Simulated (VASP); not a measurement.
Here is the system:

```
CELL_PARAMETERS angstrom
      0.00000     3.11920     3.11920
      3.11920     0.00000     3.11920
      3.11920     3.11920     0.00000
ATOMIC_POSITIONS crystal
  Ti 0.00000 0.00000 0.00000
  Sb 0.25000 0.25000 0.25000
```

Level of theory: r2SCAN meta-GGA, VASP's PBE PAW potentials (set 64) (plane waves; VASP). Run with 400 eV cut-off, 11×11×11 Γ-centred mesh, tetrahedra with Blöchl corrections, potentials Ti_sv Sb.

Task: Give the energies of bands 6 to 11 at the high-symmetry points, in eV from the Fermi level.

Result: 
```tsv
band	Γ	X	U	L	W
6	-2.28	-4.01	-3.58	-4.05	-3.18
7	-2.28	-1.84	-2.74	-2.05	-3.10
8	-2.28	-1.84	-1.88	-2.05	-2.00
9	0.42	-0.50	-0.42	0.39	-0.51
10	0.42	0.65	0.41	0.49	0.17
11	3.67	0.72	0.55	0.49	0.72
```

It has no gap at this level: it comes out as a metal or semimetal.

The structure was generated: TiSb was put into the zinc blende type (F-43m), which need not be its known phase. It was relaxed first, which changed the volume by -26 %. The electron count is odd and the run is not spin-polarised, which forces a metal.
